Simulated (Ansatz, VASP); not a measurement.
## Cross-check of GeF2 (1T-GeF2 monolayer) between VASP and Ansatz

Aim: how closely do two programs agree when they are given the same cell, functional and k mesh? The structure shown is the start of the Ansatz relaxation below; VASP solves that cell, so the two are compared at the walk's first step.

Calculated with Ansatz 0.2.0; plane waves, with VASP 6.6.1 beside it; single point at PBE with D3(BJ).

### Step 1. The starting structure

The cell holds 3 atoms: 2 F and 1 Ge. Its edges and angles: a = 2.413 Å, b = 2.413 Å, c = 35.151 Å, α = 90.0°, β = 90.0°, γ = 120.0°. Vacuum lies along c.

### Step 2. Ansatz: relaxation, PBE with D3(BJ)

Ansatz runs on its default PAW (the set named soft_2) files.

The two programs are compared at the cell with which this relaxation starts, whose forces are those of its first step.

input.yaml

```yaml
crystal:
  lattice:
    - [2.41304, 0.0, 0.0]
    - [-1.20652, 2.0897539403, 0.0]
    - [0.0, 0.0, 35.1513208612]
  atoms:
    - { symbol: F, position: [0.6666666667, 0.3333333333, 0.4708215679] }
    - { symbol: Ge, position: [0.0, 0.0, 0.5] }
    - { symbol: F, position: [0.3333333333, 0.6666666667, 0.5291784321] }
  periodic: [true, true, false]
kpoints:
  mp_grid: { grid: [18, 18, 1] }
hamiltonian:
  xc: pbe
  dispersion: d3bj
scf:
  occupations: { method: fermi_dirac, width: 0.05 }
  convergence: { dr2_threshold: 1.0e-09 }
relax:
  f_tol: 0.004
  max_steps: 90
  cell: {}
output:
  write_potential: true
  write_density: true
  volumetric_format: npy
```

Started as:

```bash
$ ansatz run input.yaml --threads 2 --pin off --max-ram 3072MiB --backend cpu --events-out ev --progress --plain --runs-dir out
```

Numbers of over 12 decimals in the logs are rounded to 6 here.

Log:

```text
Warning: relax.cell: scf.convergence.dr2_threshold = 1e-9 eV is looser than the 2.06562725817e-10 eV advised for a relaxation that steers and ends on the stress (1e-10 eV for each atom of the cell: 3, times the square of relax.cell.stress_2d_tol = 0.05 N/m over 12.1 Å (the atoms' height at the walk's start and 5 Å past either face), 4.149e-2 GPa, over a crystal's default 0.05). What an SCF threshold leaves in a stress goes as its square root, and in the free energy as the threshold itself, and one threshold admits the most on a small cell: [figures from the program's tests cut] Set scf.convergence.dr2_threshold to 2.06562725817e-10 eV or tighter. [rest of the remark cut]
Engine: ansatz 0.2.0, aarch64-unknown-linux-gnu
Pseudopotentials: kind: paw
Pseudopotential: F, paw, valence charge 7, recommended cutoff 420 eV (normal), F.paw.azcp
Pseudopotential: Ge, paw, valence charge 14, recommended cutoff 420 eV (normal), Ge.paw.azcp
Functional definition: PBE
  parameter kappa = 0.804
  parameter beta = 0.066725
  exchange = pbe_x(kappa = kappa, mu = beta*pi^2/3)
  correlation = pbe_c(beta = beta)
Crystal: 3 atoms, lattice volume = 177.256 Å³
Basis set: ecut = 420 eV, 3375 PW (Γ), exchange–correlation on 36×36×480 points (8 copies of the dense FFT grid, shifted against one another)
Bands: 18, of which v1, the nominal top of the filled ones, is band 14 counted from 1 (13 counted from 0)
Symmetry: 12 space group operations
Space group: P-3m1 (ITA 164), of the structure as read, at distance tolerance 5.6e-5 Å
k-points: 37 of 324
Non-local potential: F, projectors of the file, l = 0: 2, l = 1: 2, l = 2: 1
Non-local potential: Ge, projectors of the file, l = 0: 2, l = 1: 2, l = 2: 3, l = 3: 1
PAW form: soft (Blöchl's): semilocal exchange-correlation on the pseudo side does not see the compensation charge
PAW one-centre angular grid: F, 110 points (default); XC on 64 Gauss nodes
PAW one-centre angular grid: Ge, 590 points (default); XC on 64 Gauss nodes
Initial density: superposition of atomic densities (neutral atoms: chi_scale 0, normalization atom), corrected by the library's trained network
Initial wavefunctions: pseudopotential atomic-orbital guess
Functional: x = pbe(κ = 0.804, μ = 0.219515), c = pbe(β = 0.066725)
SCF iter   1: F=—  HF=-5897.160119 eV  |F-HF|=—  |Δ(HF+E_count)|=         —  Δρ=1.65e-2  dr2=3.79e1  ethr=1.77e-3  ⟨swp⟩=12.8  Hψ=13278  notcnv=0  defer=16
automatic band count: the SCF goes on with 22 bands, as 18 were too few: the levels above may hold too much charge
preconditioner: auto → LDOS  [metal: Δε(μ)=0.052 eV  Ē_g=25.133 eV  σ=0.050 eV  W_gap=0.26  n_scr=22 (ndim 8)  ℏωp=14.8 eV  f_vac=0.853  D(μ)=1.68/eV (n_scr^D=14)  β→1.0]
SCF iter   2: F=—  HF=-5896.939965 eV  |F-HF|=—  |Δ(HF+E_count)|=   2.20e-1  Δρ=1.67e-2  dr2=1.90e1  ethr=1.77e-3  ⟨swp⟩=4.9  Hψ=2035  notcnv=0  defer=58
SCF iter   3: F=—  HF=-5896.507061 eV  |F-HF|=—  |Δ(HF+E_count)|=   4.33e-1  Δρ=8.30e-3  dr2=3.14e-1  ethr=1.77e-3  ⟨swp⟩=7.3  Hψ=2961  notcnv=0  defer=76
SCF iter   4: F=—  HF=-5896.635848 eV  |F-HF|=—  |Δ(HF+E_count)|=   1.29e-1  Δρ=1.96e-3  dr2=1.05e-1  ethr=1.12e-3  ⟨swp⟩=7.3  Hψ=2720  notcnv=0  defer=92
SCF iter   5: F=—  HF=-5896.659930 eV  |F-HF|=—  |Δ(HF+E_count)|=   2.41e-2  Δρ=9.06e-4  dr2=7.59e-2  ethr=3.76e-4  ⟨swp⟩=7.1  Hψ=1711  notcnv=0  defer=88
SCF iter   6: F=—  HF=-5896.644226 eV  |F-HF|=—  |Δ(HF+E_count)|=   1.57e-2  Δρ=8.70e-4  dr2=6.53e-2  ethr=2.71e-4  ⟨swp⟩=4.8  Hψ=1330  notcnv=0  defer=82
SCF iter   7: F=—  HF=-5896.632499 eV  |F-HF|=—  |Δ(HF+E_count)|=   1.17e-2  Δρ=5.50e-4  dr2=4.06e-2  ethr=2.33e-4  ⟨swp⟩=4.8  Hψ=1286  notcnv=0  defer=91
SCF iter   8: F=—  HF=-5896.623502 eV  |F-HF|=—  |Δ(HF+E_count)|=   9.00e-3  Δρ=4.80e-4  dr2=2.67e-2  ethr=1.45e-4  ⟨swp⟩=4.4  Hψ=1102  notcnv=0  defer=88
SCF iter   9: F=—  HF=-5896.618448 eV  |F-HF|=—  |Δ(HF+E_count)|=   5.05e-3  Δρ=4.01e-4  dr2=1.75e-2  ethr=9.55e-5  ⟨swp⟩=4.2  Hψ=1170  notcnv=0  defer=86
SCF iter  10: F=—  HF=-5896.612913 eV  |F-HF|=—  |Δ(HF+E_count)|=   5.54e-3  Δρ=3.25e-4  dr2=9.45e-3  ethr=6.24e-5  ⟨swp⟩=4.6  Hψ=1245  notcnv=0  defer=87
[...]
SCF 30 converged in 6 iterations: F = -5911.915661 eV  dr2 = 3.77e-10
relax step  30: F+E_penalty+E_count = -5911.91566120 eV  Δ(F+E_penalty+E_count) = -3.175e-4 eV  max|allowed force component| = 5.280e-5 eV/Å  Δτ_max = 0.0046 Å  P = +0.000 N/m  Ω = 395.177 Å³  energy of the carried Pulay correction = -5.267e-4 eV  fix = [c, alpha, beta]  reactions: c +0.000 N/m  (6 SCF iters, accepted)
[...]
SCF iter   1: F=—  HF=-5911.913556 eV  |F-HF|=—  |Δ(HF+E_count)|=         —  Δρ=7.29e-5  dr2=5.09e-7  ethr=4.13e-7  ⟨swp⟩=5.4  Hψ=7704  notcnv=0
preconditioner: auto → Resta (q_TF=auto, 1.755 Å⁻¹)  ε∞=1.2  [insulator: Δε(μ)=2.740 eV  Ē_g=20.897 eV  σ=0.050 eV  W_gap=1.00  n_scr=18 (ndim 8)  ℏωp=9.9 eV  f_vac=0.862  D(μ)=0.00/eV (n_scr^D=0)  ε∞_Penn≈1.2  vacuum switching on, ρ_ref=3.2e-2 e/Å³]
SCF iter   2: F=—  HF=-5911.915191 eV  |F-HF|=—  |Δ(HF+E_count)|=   1.64e-3  Δρ=3.63e-5  dr2=1.30e-7  ethr=1.82e-9  ⟨swp⟩=3.1  Hψ=1820  notcnv=0
SCF iter   3: F=—  HF=-5911.916152 eV  |F-HF|=—  |Δ(HF+E_count)|=   9.60e-4  Δρ=6.86e-6  dr2=6.58e-8  ethr=4.66e-10  ⟨swp⟩=4.1  Hψ=1920  notcnv=0  defer=1
SCF iter   4: F=—  HF=-5911.916213 eV  |F-HF|=—  |Δ(HF+E_count)|=   6.14e-5  Δρ=1.10e-6  dr2=2.52e-9  ethr=2.35e-10  ⟨swp⟩=3.2  Hψ=1783  notcnv=0  defer=5
iter 5 met the thresholds in force, and the SCF goes on: an eigenvalue changes by 12.01 meV, over its tolerance of 1.08 meV (output.eigenvalues, Limitations)
SCF iter   5: F=-5911.916216 eV  HF=-5911.916215 eV  |F-HF|=9.89e-7  |Δ(HF+E_count)|=   2.19e-6  Δρ=2.94e-7  dr2=1.85e-10  ethr=3.57e-12  ⟨swp⟩=19.2  Hψ=6618  notcnv=0
iter 6 met the thresholds in force, and the SCF goes on: an eigenvalue changes by 5.00 meV, over its tolerance of 1.02 meV (output.eigenvalues, Limitations)
SCF iter   6: F=-5911.916216 eV  HF=-5911.916216 eV  |F-HF|=1.95e-8  |Δ(HF+E_count)|=   9.69e-7  Δρ=4.20e-8  dr2=6.74e-12  ethr=1.00e-12  ⟨swp⟩=10.8  Hψ=5159  notcnv=0
Mixer restart at iter 6: flushing history
SCF iter   7: F=-5911.916216 eV  HF=-5911.916216 eV  |F-HF|=6.46e-11  |Δ(HF+E_count)|=   1.95e-8  Δρ=2.67e-8  dr2=1.85e-12  ethr=1.00e-12  ⟨swp⟩=8.5  Hψ=4439  notcnv=0
SCF 31 converged in 7 iterations: F = -5911.916216 eV  dr2 = 1.85e-12
relax step  31: F+E_penalty+E_count = -5911.91621645 eV  Δ(F+E_penalty+E_count) = -5.553e-4 eV  max|allowed force component| = 9.939e-5 eV/Å  Δτ_max = 0.0000 Å  P = +0.005 N/m  Ω = 395.177 Å³  fix = [c, alpha, beta]  reactions: c +0.000 N/m  stress off target by 4.71e-3 N/m on what of the cell is left free  SCF on the basis re-selected at this cell (its energy is not comparable with the rows above)  (7 SCF iters)
basis re-selected at this cell: Δ(F+E_penalty+E_count) = -5.553e-4 eV, ΔP = +0.004 N/m vs the last step (what re-selecting the basis moved, of the pressure what is left beyond the Pulay correction that the steps carried, after the strain that the cell walked since its last selection, with what the two solves' SCF thresholds leave and, on support functions, any second-order correction that the steps lacked; it is no m [...]
WARN: The output density's exchange-correlation potential varies sharply where the density is thin. Do not read a vacuum level from v_tot or v_xc, or from such a field of the output density. On a cell that repeats whose density bears no net charge and no dipole along the vacuum's axis use v_es (v_loc + v_h of the components); under efield.dipole_correction with no amplitude use v_es + v_field, which holds any externa [...]
SCF converged after 7 iterations
an eigenvalue changed by more than its tolerance at an iteration that met the thresholds in force, so the SCF went on 2 times, its first undamped step at iteration 6: the last check found none over its tolerance
Free energy (F): -5911.916216 eV
Harris-Foulkes:  -5911.916216 eV  (|F-HF|=6.46e-11)
Internal energy: -5911.916216 eV  (E = F + TS)
E sigma→0 (E₀):  -5911.916216 eV
Fermi energy:    -5.580427 eV
--- Per-component energies (eV) ---
  E_band       = -568.779173
  E_kinetic    = 518.064666
  E_local      = -53000.606026  (includes V_loc(G=0)·N_el)
  E_nonlocal   = 557.158422
  E_hartree    = 26025.318378
  E_xc         = -233.777720
  E_vxc        = -266.736677  (∫ρ·V_xc dr)
  E_paw        = -2411.060098  (= ΣΔE_a)
  E_vpaw       = -427.300769  (= ΣTr[D̂ρ^β])
  E_aug_tail   = 0.004542  (compensation charges beyond the density's cutoff)
  E_ewald      = 22633.188535
  E_disp       = -0.206917  (pairwise vdW)
  E_smearing   = -0.000000  (= −TS)
  E_closure    = 0.000000  (closes the sum)
  Σ components = -5911.916216   (vs F -5911.916216, Δ=0.00e0)
--- Forces (eV/Å), atoms counted from 1 ---
  atom   1  F      0.00000000    -0.00000000    -0.00009939
  atom   2  Ge     0.00000000    -0.00000000     0.00000000
  atom   3  F      0.00000000     0.00000000     0.00009939
  max |Σ_I F_I| component: 2.71e-20 eV/Å
--- 2D stress c σ (N/m, compression-positive) ---
        0.004714       0.000000      -0.000000
        0.000000       0.004714      -0.000000
       -0.000000      -0.000000       0.000000
  P = ½ c Tr σ = 0.0047 N/m
--- Band table (eV; the first three rows and the last of 37) ---
  k-point 0: bands = [... 10 lower, -10.2001, -10.2001, -9.5862, -8.8533, -4.2474, -0.5935 (-0.5935°), -0.5935 (-0.5935°), -0.4004 (-0.4007°), ... 4 higher]
  k-point 1: bands = [... 10 lower, -10.1581, -10.1336, -9.5680, -8.7778, -4.1891, -0.7640 (-0.7640°), -0.5705 (-0.5705°), -0.2873 (-0.2876°), ... 4 higher]
  k-point 2: bands = [... 10 lower, -10.1421, -10.0560, -9.5312, -8.5807, -4.0239, -1.0652 (-1.0652°), -0.5051 (-0.5051°), -0.1068 (-0.1074°), ... 4 higher]
  k-point 36: bands = [... 10 lower, -10.6092, -9.5854, -9.5854, -6.9872, -1.8667, -1.3209, -1.3209, 3.5281 (3.5281°), ... 4 higher]
  ° read free of the cell's end (the report's vacuum.weakly_bound_levels)
--- Relaxed structure (26 steps of the walk, 25 accepted, 5 SCFs on fresh bases) ---
  F+E_penalty+E_count = -5911.91621645 eV   max|allowed force component| = 9.939e-5 eV/Å   (the final SCF, on the basis selected at the relaxed cell)
  cell:  # Å, volume = 395.1770 Å³
    - [3.602962, 0, 0]
    - [-1.801481, 3.120257, 0]
    - [0, 0, 35.1513208612]
  atoms:
    - { symbol: F, position: [0.666667, 0.333333, 0.471816] }
    - { symbol: Ge, position: [0, 0, 0.500000] }
    - { symbol: F, position: [0.333333, 0.666667, 0.528184] }
```

### Step 3. VASP: single point, PBE with D3(BJ), start cell

The same cell, functional, mesh and smearing now go to VASP, with its own data sets.

Lines of VASP's logs that name or quote its potential files are left out, and so is its time.

INCAR

```
SYSTEM = GeF2
PREC = Accurate
ENCUT = 520
EDIFF = 1E-06
NELM = 120
ISMEAR = -1
SIGMA = 0.05
LREAL = .FALSE.
ALGO = Normal
GGA = PE
IVDW = 12
NBANDS = 20
LORBIT = 11
LWAVE = .FALSE.
LCHARG = .FALSE.
ISIF = 2
LDIPOL = .TRUE.
IDIPOL = 3
DIPOL = 0.5 0.5 0.5
LVHAR = .TRUE.
LASPH = .TRUE.
GGA_COMPAT = .FALSE.
EFERMI = MIDGAP
NELMDL = -8
KPAR = 2
```

POSCAR

```
GeF2
1.0
    2.4130400000      0.0000000000      0.0000000000
   -1.2065200000      2.0897540000      0.0000000000
    0.0000000000      0.0000000000     35.1513210000
F Ge
2 1
Direct
    0.6666667464      0.3333334928      0.4708215660
    0.3333332536      0.6666665072      0.5291784340
    0.0000000000      0.0000000000      0.4999999858
```

KPOINTS

```
Automatic mesh
0
Gamma
18 18 1
0 0 0
```

Potentials, in the order of the species: F and Ge_d (PBE family, release 64).

Started as:

```bash
$ mpirun -np 2 vasp_std
```

Log:

```text
[banner, memory and clock lines left out]
running    2 mpi-ranks, on    1 nodes
 distrk:  each k-point on    1 cores,    2 groups
 distr:  one band on    1 cores,    1 groups

 POSCAR found type information on POSCAR F Ge
 POSCAR found :  2 types and       3 ions
 LDA part: xc-table for (Slater+PW92), standard interpolation
 POSCAR, INCAR and KPOINTS ok, starting setup
 FFT: planning ... GRIDC
 FFT: planning ... GRID_SOFT
 FFT: planning ... GRID
 WAVECAR not read
 entering main loop
       N       E                     dE             d eps       ncg     rms          rms(c)
DAV:   1     0.264333154097E+03    0.26433E+03   -0.14765E+04  1888   0.170E+03
DAV:   2     0.335140365674E+02   -0.23082E+03   -0.22112E+03  1872   0.461E+02
DAV:   3     0.136491629784E+01   -0.32149E+02   -0.30743E+02  2036   0.144E+02
DAV:   4     0.346496338709E+00   -0.10184E+01   -0.10154E+01  2124   0.280E+01
DAV:   5     0.312802439725E+00   -0.33694E-01   -0.33689E-01  2184   0.475E+00
DAV:   6     0.312373529388E+00   -0.42891E-03   -0.42890E-03  2212   0.430E-01
DAV:   7     0.312357571382E+00   -0.15958E-04   -0.15958E-04  2232   0.765E-02
DAV:   8     0.312357174706E+00   -0.39668E-06   -0.39674E-06  2108   0.104E-02    0.116E+01
DAV:   9     0.197216930632E+01    0.16598E+01   -0.52573E+00  2140   0.304E+01    0.536E+00
DAV:  10     0.202093302329E+01    0.48764E-01   -0.51691E-01  1896   0.747E+00    0.259E+00
DAV:  11     0.203559872303E+01    0.14666E-01   -0.89137E-02  1912   0.494E+00    0.600E-01
DAV:  12     0.203960025434E+01    0.40015E-02   -0.23646E-02  2112   0.182E+00    0.134E-01
DAV:  13     0.203949905551E+01   -0.10120E-03   -0.13017E-03  2000   0.845E-01    0.703E-02
DAV:  14     0.203945019051E+01   -0.48865E-04   -0.26787E-04  2068   0.206E-01    0.234E-02
DAV:  15     0.203940040204E+01   -0.49788E-04   -0.32464E-05  2260   0.158E-01    0.140E-02
DAV:  16     0.203922396584E+01   -0.17644E-03   -0.13382E-04  2184   0.153E-01    0.102E-02
DAV:  17     0.203911718962E+01   -0.10678E-03   -0.69017E-05  2236   0.506E-02    0.430E-03
DAV:  18     0.203901529676E+01   -0.10189E-03   -0.73120E-05  1652   0.159E-02    0.358E-03
DAV:  19     0.203897489356E+01   -0.40403E-04   -0.21318E-05  1584   0.434E-02    0.209E-03
DAV:  20     0.203894682191E+01   -0.28072E-04   -0.18566E-05  1548   0.992E-03    0.130E-03
DAV:  21     0.203893621069E+01   -0.10611E-04   -0.45382E-06  1432   0.373E-03    0.801E-04
DAV:  22     0.203893058609E+01   -0.56246E-05   -0.25336E-06  1288   0.259E-03    0.457E-04
DAV:  23     0.203892739066E+01   -0.31954E-05   -0.16537E-06  1340   0.538E-03    0.355E-04
DAV:  24     0.203892674097E+01   -0.64969E-06   -0.24242E-07  1348   0.228E-03
   1 F= 0.16077521E+01 E0= 0.16126755E+01  d E =-.984690E-02
```

From OUTCAR (step 3):

```text
ion  position               nearest neighbor table
   1  0.667  0.333  0.471-   3 1.73   3 1.73   3 1.73
   2  0.333  0.667  0.529-   3 1.73   3 1.73   3 1.73
   3  0.000  0.000  0.500-   1 1.73   1 1.73   1 1.73   2 1.73   2 1.73   2 1.73

  LATTYP: Found a hexagonal cell.
 ALAT       =     2.4130400000
 C/A-ratio  =    14.5672351059

 Subroutine GETGRP returns: Found 12 space group operations
 (whereof 12 operations were pure point group operations)

The static configuration has the point symmetry D_3d.

 Found     37 irreducible k-points:

   k-points           NKPTS =     37   k-points in BZ     NKDIM =     37   number of bands    NBANDS=     20

   dimension x,y,z NGX =    18 NGY =   18 NGZ =  270
   dimension x,y,z NGXF=    36 NGYF=   36 NGZF=  540

   ENCUT  =  520.0 eV  38.22 Ry    6.18 a.u.   4.49  4.49 65.36*2*pi/ulx,y,z

   NELECT =      28.0000    total number of electrons

 k-points in reciprocal lattice and weights: Automatic mesh
   0.00000000  0.00000000  0.00000000       0.003
   0.05555556  0.00000000  0.00000000       0.019
   0.11111111  0.00000000  0.00000000       0.019
   0.16666667 -0.00000000  0.00000000       0.019
   0.22222222  0.00000000  0.00000000       0.019
   0.27777778 -0.00000000  0.00000000       0.019
   0.33333333 -0.00000000  0.00000000       0.019
   0.38888889  0.00000000  0.00000000       0.019
   0.44444444  0.00000000  0.00000000       0.019
[...]
0.33333333  0.27777778  0.00000000       0.037
   0.33333333  0.33333333  0.00000000       0.006

 dipolmoment           0.000000      0.000000      0.000003 electrons x Angstroem

 average (electrostatic) potential at core
       1 -87.4033       2 -87.4032       3 -84.3799

 E-fermi :   0.5052

 k-point     1 :       0.0000    0.0000    0.0000
  band No.  band energies     occupation
    ...
     11     -11.8064      2.00000
     12     -11.3624      2.00000
     13     -11.3624      2.00000
     14      -3.8738      2.00000
     15      -0.0944      1.99999
     16       0.6833      0.05516
     17       0.9712      0.00018
     18       2.0794      0.00000
     19       2.1268      0.00000
     20       2.3214      0.00000

 k-point     2 :       0.0556    0.0000    0.0000
  band No.  band energies     occupation
    ...
     11     -11.8799      2.00000
     12     -11.5374      2.00000
     13     -11.3639      2.00000
     14      -3.6873      2.00000
     15       0.0775      1.99961
     16       0.7780      0.00851
     17       1.1325      0.00001
     18       2.1827      0.00000
     19       2.2342      0.00000
     20       2.4252      0.00000

 k-point     3 :       0.1111    0.0000    0.0000
  band No.  band energies     occupation
    ...
     11     -12.0761      2.00000
     12     -12.0208      2.00000
     13     -11.3813      2.00000
     14      -3.1990      2.00000
     15       0.5162      0.89012
     16       1.0587      0.00003
     17       1.6223      0.00000
     18       2.4917      0.00000
     19       2.5576      0.00000
     20       2.7364      0.00000

 Edisp (eV)   -0.43117

  Total      44.21282    44.21282    44.25365     0.00000     0.00000     0.00000
  in kB     399.62941   399.62943   399.99847     0.00000     0.00000     0.00000
  external pressure =      399.75 kB  Pullay stress =        0.00 kB

  energy-cutoff  :      520.00
  volume of cell :      177.26
      direct lattice vectors                 reciprocal lattice vectors
     2.413040000  0.000000000  0.000000000     0.414415012  0.239262612  0.000000000
    -1.206520000  2.089754000  0.000000000     0.000000000  0.478525224  0.000000000
     0.000000000  0.000000000 35.151321000     0.000000000  0.000000000  0.028448433

 POSITION                                       TOTAL-FORCE (eV/Angst)
 -----------------------------------------------------------------------------------
      1.20652      0.69658     16.55000         0.000000     -0.000000    -21.646450
      0.00000      1.39317     18.60132        -0.000000      0.000000     21.646450
      0.00000      0.00000     17.57566         0.000000      0.000000      0.000000
 -----------------------------------------------------------------------------------
    total drift:                                0.000000      0.000000      0.001114

  FREE ENERGIE OF THE ION-ELECTRON SYSTEM (eV)
  ---------------------------------------------------
  free  energy   TOTEN  =         1.6077520730 eV

  energy  without entropy=        1.6175989730  energy(sigma->0) =        1.61267552

 vacuum level on the upper side and lower side of the slab         2.223         2.223

 total charge
# of ion       s       p       d       tot
------------------------------------------
    1        1.827   4.532   0.000   6.359
    2        1.827   4.532   0.000   6.359
    3        1.383   1.479  10.756  13.618
--------------------------------------------------
tot          5.037  10.543  10.756  26.336

[... 3 further parts left out ...]
```

### Step 4. Side by side

Known differences besides the potentials themselves: Ansatz cuts the interaction across the vacuum, VASP repeats the sheet with a dipole correction; the cutoff is 420 eV in Ansatz and 520 eV in VASP. Total energies have different zeros and are not compared.

Forces (eV/Å; atoms numbered as in POSCAR):

```tsv
atom	Ansatz x, y, z	VASP x, y, z
F1	0.000, 0.000, -21.360	0.000, 0.000, -21.646
F2	0.000, 0.000, 21.360	0.000, 0.000, 21.646
Ge3	0.000, 0.000, 0.000	0.000, 0.000, 0.000
```

The forces differ by 135 meV/Å r.m.s., which is 1.3 % of the r.m.s. force of 10.204 eV/Å (both taken over all components). With vacuum in the cell, a pressure given here is an average over mostly empty space and none of the material.

### Step 5. Summary of results

| Property | Result |
| --- | --- |
| r.m.s. force difference (single point, PBE with D3(BJ), start cell) | 1.3 % of the r.m.s. force |

What this shows: The r.m.s. force difference is 1.3 % of the r.m.s. force (single point, PBE with D3(BJ), start cell), within the 3 % picked in this series as the mark of a large difference. 1 further run of this series is not shown here. Such differences can come from data sets, numerical settings and the points named under the comparisons, not from the functional's error against experiment.

[Lines on the potential files, build, host, timing and source positions are cut from VASP's logs without a mark.]

[Logs are printed without paths, hosts, clocks, repeated set-up lines and the standing remarks that a program may print on its own settings, such as how far it seeks lower states.]

[Hosts, paths, dates, database ids (printed as entryN), source tags and the programs' standing remarks are cut or masked in the printed files.]
